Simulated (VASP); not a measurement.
All values below come from PBE GGA, VASP's PBE PAW potentials (set 64) (plane waves; VASP).

Input for VASP

### KPOINTS
```
Automatic mesh
0
Gamma
6 6 5
0 0 0
```

**POSCAR**
```
BaTiO3
1
    4.0757035807     0.0000000000     0.0000000000
    0.0000000000     4.0757035807     0.0000000000
    0.0000000000     0.0000000000     4.3074790581
Ba Ti O
1 1 3
Direct
  0.0000000000   0.0000000000   0.0107824600
  0.5000000000   0.5000000000   0.5297439004
  0.5000000000   0.5000000000   0.9595045255
  0.0000000000   0.5000000000   0.4819845570
  0.5000000000   0.0000000000   0.4819845570
```

### INCAR
```
IBRION = 2
NSW = 30
ALGO = Normal   # blocked Davidson
EDIFFG = -0.01
LASPH = T   # aspherical one-centre terms
ENCUT = 520
NELM = 100
LMAXMIX = 4   # l cut-off of mixed one-centre charges
ISIF = 4
SYSTEM = BaTiO3
GGA = PE   # PBE
PREC = Accurate
EDIFF = 1E-7
LCHARG = F
SIGMA = 0.05
LWAVE = F
LREAL = F
ISMEAR = 0   # Gaussian
```

POTCAR, in this order: Ba_sv Ti_sv O (PBE.64 set). Program: vasp_std.

Output

### OSZICAR
```
...
       N       E                     dE             d eps       ncg     rms          rms(c)
DAV:   1    -0.399913448267E+02    0.20296E-02   -0.21408E+00  1440   0.141E+01    0.240E-01
DAV:   2    -0.399974971905E+02   -0.61524E-02   -0.74802E-02  1504   0.210E+00    0.126E-01
DAV:   3    -0.399974539456E+02    0.43245E-04   -0.32180E-03  2072   0.376E-01    0.732E-02
DAV:   4    -0.399973750142E+02    0.78931E-04   -0.42187E-04  1760   0.166E-01    0.258E-02
DAV:   5    -0.399973775613E+02   -0.25472E-05   -0.68615E-05  1800   0.597E-02    0.131E-02
DAV:   6    -0.399973779265E+02   -0.36519E-06   -0.87591E-06  2040   0.223E-02    0.904E-03
DAV:   7    -0.399973775484E+02    0.37813E-06   -0.22448E-06  1928   0.128E-02    0.319E-03
DAV:   8    -0.399973775246E+02    0.23763E-07   -0.82775E-07  1648   0.641E-03
   8 F= -.39997378E+02 E0= -.39997378E+02  d E =-.400312E-02
       N       E                     dE             d eps       ncg     rms          rms(c)
DAV:   1    -0.399949538510E+02    0.24237E-02   -0.11626E+00  1440   0.104E+01    0.179E-01
DAV:   2    -0.399982817572E+02   -0.33279E-02   -0.40523E-02  1480   0.155E+00    0.934E-02
DAV:   3    -0.399982584085E+02    0.23349E-04   -0.17453E-03  2048   0.277E-01    0.546E-02
DAV:   4    -0.399982164887E+02    0.41920E-04   -0.23379E-04  1768   0.123E-01    0.169E-02
DAV:   5    -0.399982179771E+02   -0.14883E-05   -0.35380E-05  1736   0.420E-02    0.101E-02
DAV:   6    -0.399982180864E+02   -0.10935E-06   -0.37605E-06  1848   0.136E-02    0.488E-03
DAV:   7    -0.399982179494E+02    0.13708E-06   -0.20417E-06  1904   0.985E-03    0.161E-03
DAV:   8    -0.399982179062E+02    0.43121E-07   -0.23657E-07  1296   0.391E-03
   9 F= -.39998218E+02 E0= -.39998218E+02  d E =-.484350E-02
       N       E                     dE             d eps       ncg     rms          rms(c)
DAV:   1    -0.399986335599E+02   -0.41561E-03   -0.59562E-01  1440   0.614E+00    0.136E-01
DAV:   2    -0.399998885920E+02   -0.12550E-02   -0.15095E-02  1528   0.899E-01    0.799E-02
DAV:   3    -0.399999145548E+02   -0.25963E-04   -0.81773E-04  2112   0.178E-01    0.405E-02
DAV:   4    -0.399999044140E+02    0.10141E-04   -0.10361E-04  2208   0.867E-02    0.276E-02
DAV:   5    -0.399999011239E+02    0.32901E-05   -0.33107E-05  1952   0.481E-02    0.680E-03
DAV:   6    -0.399999012846E+02   -0.16078E-06   -0.41941E-06  1808   0.153E-02    0.420E-03
DAV:   7    -0.399999011812E+02    0.10344E-06   -0.41005E-07  1656   0.605E-03    0.216E-03
DAV:   8    -0.399999011281E+02    0.53062E-07   -0.27800E-07  1072   0.448E-03
  10 F= -.39999901E+02 E0= -.39999901E+02  d E =-.168322E-02
       N       E                     dE             d eps       ncg     rms          rms(c)
DAV:   1    -0.399991053622E+02    0.79582E-03   -0.64187E-01  1440   0.638E+00    0.143E-01
DAV:   2    -0.400004670707E+02   -0.13617E-02   -0.16392E-02  1560   0.936E-01    0.841E-02
DAV:   3    -0.400004882339E+02   -0.21163E-04   -0.83768E-04  2080   0.182E-01    0.427E-02
DAV:   4    -0.400004772860E+02    0.10948E-04   -0.11363E-04  2216   0.910E-02    0.292E-02
DAV:   5    -0.400004737404E+02    0.35456E-05   -0.35401E-05  1952   0.500E-02    0.720E-03
DAV:   6    -0.400004739300E+02   -0.18957E-06   -0.45799E-06  1816   0.159E-02    0.439E-03
DAV:   7    -0.400004738169E+02    0.11306E-06   -0.44820E-07  1712   0.635E-03    0.222E-03
DAV:   8    -0.400004737560E+02    0.60887E-07   -0.31682E-07  1120   0.463E-03
  11 F= -.40000474E+02 E0= -.40000474E+02  d E =-.225585E-02
       N       E                     dE             d eps       ncg     rms          rms(c)
DAV:   1    -0.400011953067E+02   -0.72149E-03   -0.12345E-01  1712   0.395E+00    0.258E-01
DAV:   2    -0.400011224534E+02    0.72853E-04   -0.93867E-03  1504   0.744E-01    0.158E-01
DAV:   3    -0.400006621450E+02    0.46031E-03   -0.13412E-03  2032   0.327E-01    0.632E-02
DAV:   4    -0.400006015270E+02    0.60618E-04   -0.32120E-04  1976   0.160E-01    0.184E-02
DAV:   5    -0.400005997157E+02    0.18113E-05   -0.54762E-05  1776   0.558E-02    0.962E-03
DAV:   6    -0.400005994780E+02    0.23772E-06   -0.51331E-06  2000   0.184E-02    0.491E-03
DAV:   7    -0.400005996083E+02   -0.13034E-06   -0.16760E-06  2056   0.971E-03    0.184E-03
DAV:   8    -0.400005995857E+02    0.22664E-07   -0.52775E-07  1568   0.511E-03
  12 F= -.40000600E+02 E0= -.40000600E+02  d E =-.125830E-03
       N       E                     dE             d eps       ncg     rms          rms(c)
DAV:   1    -0.400007102675E+02   -0.11066E-03   -0.13892E-02  1720   0.133E+00    0.867E-02
DAV:   2    -0.400007022476E+02    0.80199E-05   -0.10558E-03  1504   0.250E-01    0.528E-02
DAV:   3    -0.400006501675E+02    0.52080E-04   -0.14944E-04  2032   0.110E-01    0.214E-02
DAV:   4    -0.400006432114E+02    0.69561E-05   -0.36572E-05  1984   0.539E-02    0.617E-03
DAV:   5    -0.400006429847E+02    0.22670E-06   -0.61343E-06  1776   0.188E-02    0.321E-03
DAV:   6    -0.400006429853E+02   -0.56980E-09   -0.55710E-07  1824   0.610E-03
  13 F= -.40000643E+02 E0= -.40000643E+02  d E =-.169229E-03
       N       E                     dE             d eps       ncg     rms          rms(c)
DAV:   1    -0.400009628978E+02   -0.31991E-03   -0.82830E-02  1472   0.304E+00    0.158E-01
DAV:   2    -0.400010540681E+02   -0.91170E-04   -0.56140E-03  1504   0.533E-01    0.107E-01
DAV:   3    -0.400008820076E+02    0.17206E-03   -0.51815E-04  2064   0.185E-01    0.382E-02
DAV:   4    -0.400008587926E+02    0.23215E-04   -0.14301E-04  2008   0.101E-01    0.153E-02
DAV:   5    -0.400008569800E+02    0.18126E-05   -0.17484E-05  1976   0.391E-02    0.476E-03
DAV:   6    -0.400008569281E+02    0.51840E-07   -0.15416E-06  1968   0.986E-03    0.314E-03
DAV:   7    -0.400008570094E+02   -0.81258E-07   -0.21584E-07  1176   0.422E-03
  14 F= -.40000857E+02 E0= -.40000857E+02  d E =-.214024E-03
       N       E                     dE             d eps       ncg     rms          rms(c)
DAV:   1    -0.400010440339E+02   -0.18711E-03   -0.81673E-02  1464   0.302E+00    0.157E-01
DAV:   2    -0.400011345966E+02   -0.90563E-04   -0.55419E-03  1496   0.530E-01    0.106E-01
DAV:   3    -0.400009648665E+02    0.16973E-03   -0.50967E-04  2056   0.183E-01    0.377E-02
DAV:   4    -0.400009424429E+02    0.22424E-04   -0.13921E-04  2024   0.998E-02    0.152E-02
DAV:   5    -0.400009406689E+02    0.17740E-05   -0.17166E-05  1984   0.387E-02    0.476E-03
DAV:   6    -0.400009406191E+02    0.49737E-07   -0.15157E-06  1976   0.979E-03    0.314E-03
DAV:   7    -0.400009407041E+02   -0.84954E-07   -0.21562E-07  1168   0.422E-03
  15 F= -.40000941E+02 E0= -.40000941E+02  d E =-.297719E-03
       N       E                     dE             d eps       ncg     rms          rms(c)
DAV:   1    -0.400009441368E+02   -0.35177E-05   -0.16731E-03  1480   0.433E-01    0.224E-02
DAV:   2    -0.400009459821E+02   -0.18452E-05   -0.11316E-04  1512   0.756E-02    0.152E-02
DAV:   3    -0.400009425255E+02    0.34566E-05   -0.10467E-05  2064   0.264E-02    0.536E-03
DAV:   4    -0.400009421141E+02    0.41145E-06   -0.28398E-06  2048   0.142E-02    0.216E-03
DAV:   5    -0.400009420713E+02    0.42744E-07   -0.33735E-07  1472   0.551E-03
  16 F= -.40000942E+02 E0= -.40000942E+02  d E =-.299086E-03
       N       E                     dE             d eps       ncg     rms          rms(c)
DAV:   1    -0.400009470630E+02   -0.49490E-05   -0.70672E-03  1496   0.920E-01    0.287E-02
DAV:   2    -0.400009677218E+02   -0.20659E-04   -0.36894E-04  1440   0.150E-01    0.166E-02
DAV:   3    -0.400009631388E+02    0.45830E-05   -0.22329E-05  2256   0.377E-02    0.834E-03
DAV:   4    -0.400009621021E+02    0.10367E-05   -0.43119E-06  2000   0.191E-02    0.292E-03
DAV:   5    -0.400009620273E+02    0.74789E-07   -0.98942E-07  2000   0.889E-03
  17 F= -.40000962E+02 E0= -.40000962E+02  d E =-.199560E-04
```

### OUTCAR
```
------------------------ aborting loop because EDIFF is reached ----------------------------------------
  FORCE on cell =-STRESS in cart. coord.  units (eV):
  Direction    XX          YY          ZZ          XY          YZ          ZX
  --------------------------------------------------------------------------------------
  Total       -1.4981965     -1.4981965     -1.4966818      0.0000000      0.0000000      0.0000000
  in kB      -33.5467934    -33.5467934    -33.5128763      0.0000000      0.0000000      0.0000000
  external PRESSURE =     -33.5354877 kB  Pullay stress =       0.0000000 kB
  volume of cell :       71.55
      direct lattice vectors                 reciprocal lattice vectors
     3.983793244  0.000000000  0.000000000     0.251017043  0.000000000  0.000000000
     0.000000000  3.983793244 -0.000000000     0.000000000  0.251017043  0.000000000
     0.000000000 -0.000000000  4.508528041     0.000000000  0.000000000  0.221801881
 POSITION                                       TOTAL-FORCE (eV/Angst)
 -----------------------------------------------------------------------------------
      0.00000     -0.00000      0.14540        -0.000000     -0.000000      0.008810
      1.99190      1.99190      2.44246         0.000000     -0.000000      0.001871
      1.99190      1.99190      4.23189         0.000000     -0.000000      0.001849
      0.00000      1.99190      2.14463         0.000000      0.000000     -0.006265
      1.99190     -0.00000      2.14463         0.000000      0.000000     -0.006265
 -----------------------------------------------------------------------------------
    total drift:                                0.000000      0.000000     -0.001040
  FREE ENERGIE OF THE ION-ELECTRON SYSTEM (eV)
  ---------------------------------------------------
  free  energy   TOTEN  =       -40.0009620273 eV

  energy  without entropy=      -40.0009620273  energy(sigma->0) =      -40.00096203

 reached required accuracy - stopping structural energy minimisation
```
(Selected blocks of OUTCAR.)

**CONTCAR**
```
BaTiO3
   1.00000000000000
     3.9837932435052608    0.0000000000000000    0.0000000000000000
     0.0000000000000000    3.9837932435052608   -0.0000000000000000
     0.0000000000000000   -0.0000000000000000    4.5085280413783710
  Ba              Ti              O
     1     1     3
Direct
     0.0000000000000000    0.0000000000000000    0.0322497825233186
     0.5000000000000000    0.5000000000000000    0.5417423711454702
     0.5000000000000000    0.5000000000000000    0.9386419813355654
     0.0000000000000000    0.5000000000000000    0.4756829324478213
     0.5000000000000000    0.0000000000000000    0.4756829324478213
```

The compound is BaTiO3 in the tetragonal perovskite structure. This cell is one point of a volume scan, at 1.06 of the reference volume. Symmetry was kept, so distortions that lower it aren't found.
